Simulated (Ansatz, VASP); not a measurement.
# SnSe2 in two plane-wave programs

One calculation is typed for both programs; each brings its own data sets. How far apart do they land? Of the first pair: The structure shown is the end of the Ansatz relaxation below.

Program: Ansatz 0.2.0. Level of theory: plane waves, with VASP 6.6.1 beside it; single point at PBE with D3(BJ). Results are calculated unless marked as measured.

## Step 1: Starting point

The cell holds 15 atoms: 5 Sn and 10 Se. Cell: a = 3.837 Å, b = 3.837 Å, c = 79.200 Å, α = 90.0°, β = 90.0°, γ = 120.0°. Vacuum lies along c.

## Step 2: Ansatz: relaxation, PBE with D3(BJ)

Ansatz runs on its PAW soft_1 files.

This run makes the geometry at which the two programs are then compared.

input.yaml reads:

```yaml
crystal:
  lattice:
    - [3.8373398378, 0.0, 0.0]
    - [-1.9186699189, 3.3232337824, 0.0]
    - [0.0, 0.0, 79.2000632]
  atoms:
    - { symbol: Sn, position: [0.0, 0.0, 0.12421906] }
    - { symbol: Se, position: [0.3333333333, 0.6666666667, 0.1443695576] }
    - { symbol: Se, position: [0.6666666667, 0.3333333333, 0.1040796319] }
    - { symbol: Sn, position: [0.0, 0.0, 0.1999546198] }
    - { symbol: Se, position: [0.3333333333, 0.6666666667, 0.2200822577] }
    - { symbol: Se, position: [0.6666666667, 0.3333333333, 0.1798241599] }
    - { symbol: Sn, position: [0.0, 0.0, 0.2758836182] }
    - { symbol: Se, position: [0.3333333333, 0.6666666667, 0.2960136432] }
    - { symbol: Se, position: [0.6666666667, 0.3333333333, 0.2557535933] }
    - { symbol: Sn, position: [0.0, 0.0, 0.3518126167] }
    - { symbol: Se, position: [0.3333333333, 0.6666666667, 0.3719430766] }
    - { symbol: Se, position: [0.6666666667, 0.3333333333, 0.3316849788] }
    - { symbol: Sn, position: [0.0, 0.0, 0.4275481765] }
    - { symbol: Se, position: [0.3333333333, 0.6666666667, 0.4476876046] }
    - { symbol: Se, position: [0.6666666667, 0.3333333333, 0.4073976789] }
  periodic: [true, true, false]
kpoints:
  mp_grid: { grid: [9, 9, 1] }
hamiltonian:
  xc: pbe
  dispersion: d3bj
  pseudopotentials: { kind: paw, azcp: { folder: soft_1 } }
scf:
  occupations: { method: fixed }
output:
  forces: true
  stress: true
  eigenvalues: true
relax:
  adjacent_minimum: "off"
  f_tol: 0.001
  max_steps: 60
  cell: { stress_2d_tol: 0.002 }
```

Command:

```sh
> ansatz run input.yaml --threads 8 --pin off --max-ram 20480MiB --backend cpu --events-out ev --progress --plain --runs-dir out
```

Numbers of over 12 decimals in the logs are rounded to 6 here.

What it wrote:

```text
Engine: ansatz 0.2.0, aarch64-unknown-linux-gnu
Pseudopotentials: kind: paw
Pseudopotential: Sn, paw, valence charge 14, recommended cutoff 420 eV (normal), soft_1/Sn.paw.azcp
Pseudopotential: Se, paw, valence charge 16, recommended cutoff 420 eV (normal), soft_1/Se.paw.azcp
Functional definition: PBE
  parameter kappa = 0.804
  parameter beta = 0.066725
  exchange = pbe_x(kappa = kappa, mu = beta*pi^2/3)
  correlation = pbe_c(beta = beta)
Crystal: 15 atoms, lattice volume = 1009.989 Å³
Basis set: ecut = 420 eV, 19669 PW (Γ), exchange–correlation on 54×54×1080 points (8 copies of the dense FFT grid, shifted against one another)
Bands: 138, of which v1, the nominal top of the filled ones, is band 115 counted from 1 (114 counted from 0)
Symmetry: 12 space group operations
Space group: P-3m1 (ITA 164), of the structure as read, at distance tolerance 1.0e-4 Å
k-points: 12 of 81
Non-local potential: Sn, projectors of the file, l = 0: 2, l = 1: 2, l = 2: 2, l = 3: 1
Non-local potential: Se, projectors of the file, l = 0: 2, l = 1: 2, l = 2: 3, l = 3: 1
PAW form: soft (Blöchl's): semilocal exchange-correlation on the pseudo side does not see the compensation charge
PAW one-centre angular grid: Sn, 590 points (default); XC on 64 Gauss nodes
PAW one-centre angular grid: Se, 590 points (default); XC on 64 Gauss nodes
Initial density: superposition of atomic densities (neutral atoms: chi_scale 0, normalization atom)
Initial wavefunctions: pseudopotential atomic-orbital guess
Functional: x = pbe(κ = 0.804, μ = 0.219515), c = pbe(β = 0.066725)
iter 1 solved again at ethr=2.13e-3 eV; its pass at ethr=3.10e-3 eV (dr2=4.91e0 eV) is discarded
SCF iter   1: F=—  HF=-84823.571145 eV  |F-HF|=—  |Δ(HF+E_count)|=         —  Δρ=1.81e-2  dr2=4.93e0  ethr=2.13e-3  ⟨swp⟩=1.8  Hψ=7696  notcnv=0  defer=234
preconditioner: auto → Resta (q_TF=auto, 2.132 Å⁻¹)  ε∞=1.7  [insulator: Δε(μ)=0.838 eV  Ē_g=15.656 eV  n_scr=202 (ndim 8)  ℏωp=13.3 eV  f_vac=0.615  ε∞_Penn≈1.7  vacuum switching on, ρ_ref=1.8e-2 e/Å³]
SCF iter   2: F=—  HF=-84822.360395 eV  |F-HF|=—  |Δ(HF+E_count)|=    1.21e0  Δρ=8.07e-3  dr2=6.28e-1  ethr=2.13e-3  ⟨swp⟩=3.3  Hψ=2380  notcnv=0  defer=237
SCF iter   3: F=—  HF=-84822.299056 eV  |F-HF|=—  |Δ(HF+E_count)|=   6.13e-2  Δρ=4.10e-3  dr2=1.80e-1  ethr=2.73e-4  ⟨swp⟩=3.2  Hψ=2941  notcnv=0  defer=252
SCF iter   4: F=—  HF=-84822.383236 eV  |F-HF|=—  |Δ(HF+E_count)|=   8.42e-2  Δρ=2.28e-3  dr2=1.21e0  ethr=7.81e-5  ⟨swp⟩=4.2  Hψ=2292  notcnv=0  defer=252  recentre
SCF iter   5: F=—  HF=-84822.299008 eV  |F-HF|=—  |Δ(HF+E_count)|=   8.42e-2  Δρ=9.61e-4  dr2=4.34e-2  ethr=7.81e-5  ⟨swp⟩=3.2  Hψ=2381  notcnv=0  defer=252
SCF iter   6: F=—  HF=-84822.299024 eV  |F-HF|=—  |Δ(HF+E_count)|=   1.61e-5  Δρ=4.48e-4  dr2=1.99e-2  ethr=1.89e-5  ⟨swp⟩=3.1  Hψ=2236  notcnv=0  defer=252
SCF iter   7: F=—  HF=-84822.297411 eV  |F-HF|=—  |Δ(HF+E_count)|=   1.61e-3  Δρ=1.95e-4  dr2=3.37e-4  ethr=8.66e-6  ⟨swp⟩=2.8  Hψ=1878  notcnv=0  defer=252
SCF iter   8: F=—  HF=-84822.297580 eV  |F-HF|=—  |Δ(HF+E_count)|=   1.70e-4  Δρ=7.94e-5  dr2=4.23e-5  ethr=1.47e-7  ⟨swp⟩=3.8  Hψ=3452  notcnv=0  defer=251
SCF iter   9: F=—  HF=-84822.297731 eV  |F-HF|=—  |Δ(HF+E_count)|=   1.51e-4  Δρ=2.23e-5  dr2=5.59e-6  ethr=1.84e-8  ⟨swp⟩=2.6  Hψ=2571  notcnv=0  defer=250
SCF iter  10: F=—  HF=-84822.297736 eV  |F-HF|=—  |Δ(HF+E_count)|=   4.68e-6  Δρ=6.91e-6  dr2=1.86e-6  ethr=2.43e-9  ⟨swp⟩=3.0  Hψ=2300  notcnv=0  defer=250
SCF iter  11: F=—  HF=-84822.297736 eV  |F-HF|=—  |Δ(HF+E_count)|=   8.73e-8  Δρ=2.79e-6  dr2=1.49e-7  ethr=8.10e-10  ⟨swp⟩=3.0  Hψ=2241  notcnv=0  defer=250
SCF iter  12: F=-84822.297736 eV  HF=-84822.297736 eV  |F-HF|=5.84e-9  |Δ(HF+E_count)|=   8.46e-8  Δρ=1.29e-6  dr2=2.25e-8  ethr=4.35e-11  ⟨swp⟩=24.8  Hψ=12274  notcnv=0
SCF 1 converged in 12 iterations: F = -84822.297736 eV  dr2 = 2.25e-8
  greatest PAW one-centre occupation: 1.000 electrons in one spin orbital (limit 2), on the Se atom at site 10 (counted from 0), in its partial waves of l = 2
relax step   1: F+E_penalty+E_count = -84822.29773611 eV  Δ(F+E_penalty+E_count) = +0.000e0 eV  max|allowed force component| = 3.676e-4 eV/Å  Δτ_max = 0.0000 Å  P = +0.002 N/m  Ω = 1009.989 Å³  fix = [c, alpha, beta]  reactions: c +0.000 N/m  (12 SCF iters, dr2 threshold 1.00e-7 eV, accepted)
Crystal: 15 atoms, lattice volume = 1009.983 Å³
Initial density: handed on by an earlier stage of this run
Initial wavefunctions: those handed on with the density
iter 1 solved again at ethr=2.45e-10 eV; its pass at ethr=3.10e-3 eV (dr2=5.64e-7 eV) is discarded
SCF iter   1: F=—  HF=-84822.297805 eV  |F-HF|=—  |Δ(HF+E_count)|=         —  Δρ=8.74e-6  dr2=5.72e-7  ethr=2.45e-10  ⟨swp⟩=3.7  Hψ=5516  notcnv=0  defer=103
[...]
atom   2  Se    -0.00000000     0.00000000    -0.00001041
  atom   3  Se     0.00000000    -0.00000000     0.00001704
  atom   4  Sn     0.00000000     0.00000000    -0.00002363
  atom   5  Se     0.00000000     0.00000000     0.00000573
  atom   6  Se    -0.00000000    -0.00000000     0.00003954
  atom   7  Sn    -0.00000000    -0.00000000     0.00000000
  atom   8  Se     0.00000000     0.00000000    -0.00001428
  atom   9  Se    -0.00000000    -0.00000000     0.00001428
  atom  10  Sn    -0.00000000    -0.00000000     0.00002363
  atom  11  Se     0.00000000     0.00000000    -0.00003954
  atom  12  Se    -0.00000000    -0.00000000    -0.00000573
  atom  13  Sn     0.00000000    -0.00000000    -0.00004094
  atom  14  Se     0.00000000     0.00000000    -0.00001704
  atom  15  Se    -0.00000000    -0.00000000     0.00001041
  max |Σ_I F_I| component: 2.86e-18 eV/Å
--- 2D stress c σ (N/m, compression-positive) ---
        0.000314      -0.000000      -0.000000
       -0.000000       0.000314      -0.000000
       -0.000000      -0.000000       0.000000
  P = ½ c Tr σ = 0.0003 N/m
--- Band table (eV; the first three rows and the last of 12) ---
  k-point 0: bands = [... 111 lower, -6.0614, -6.0614, -6.0373, -6.0373, -4.8995, -4.5309, -4.1043, -3.7295, ... 19 higher]
  k-point 1: bands = [... 111 lower, -6.0417, -5.9695, -5.9333, -5.8766, -4.0520, -3.9364, -3.7976, -3.6620, ... 19 higher]
  k-point 2: bands = [... 111 lower, -6.1107, -6.0035, -5.9510, -5.9423, -4.4398, -4.2670, -4.0363, -3.8187, ... 19 higher]
  k-point 11: bands = [... 111 lower, -6.5133, -6.5133, -6.2518, -6.2518, -4.8888, -4.6341, -4.2755, -3.9093, ... 19 higher]
  ° read free of the cell's end (the report's vacuum.weakly_bound_levels)
--- Relaxed structure (3 steps of the walk, 2 accepted, 1 SCFs on fresh bases) ---
  F+E_penalty+E_count = -84822.29773607 eV   max|allowed force component| = 4.094e-5 eV/Å   (the final SCF, on the basis selected at the relaxed cell)
  cell:  # Å, volume = 1009.9932 Å³
    - [3.837348, 0.0, 0]
    - [-1.918674, 3.323241, 0]
    - [0, 0, 79.2000632]
  atoms:
    - { symbol: Sn, position: [0, 0, 0.124221] }
    - { symbol: Se, position: [0.333333, 0.666667, 0.144372] }
    - { symbol: Se, position: [0.666667, 0.333333, 0.104081] }
    - { symbol: Sn, position: [0, 0, 0.199957] }
    - { symbol: Se, position: [0.333333, 0.666667, 0.220085] }
    - { symbol: Se, position: [0.666667, 0.333333, 0.179826] }
    - { symbol: Sn, position: [0, 0, 0.275884] }
    - { symbol: Se, position: [0.333333, 0.666667, 0.296014] }
    - { symbol: Se, position: [0.666667, 0.333333, 0.255754] }
    - { symbol: Sn, position: [0, 0, 0.351810] }
    - { symbol: Se, position: [0.333333, 0.666667, 0.371941] }
    - { symbol: Se, position: [0.666667, 0.333333, 0.331683] }
    - { symbol: Sn, position: [0, 0, 0.427546] }
    - { symbol: Se, position: [0.333333, 0.666667, 0.447686] }
    - { symbol: Se, position: [0.666667, 0.333333, 0.407395] }
```

(Continued in part 2 of 3.)

[Lines on the potential files, build, host, timing and source positions are cut from VASP's logs without a mark.]

[Logs are printed without paths, hosts, clocks, repeated set-up lines and the standing remarks that a program may print on its own settings, such as how far it seeks lower states.]

[Hosts, paths, dates, database ids (printed as entryN), source tags and the programs' standing remarks are cut or masked in the printed files.]
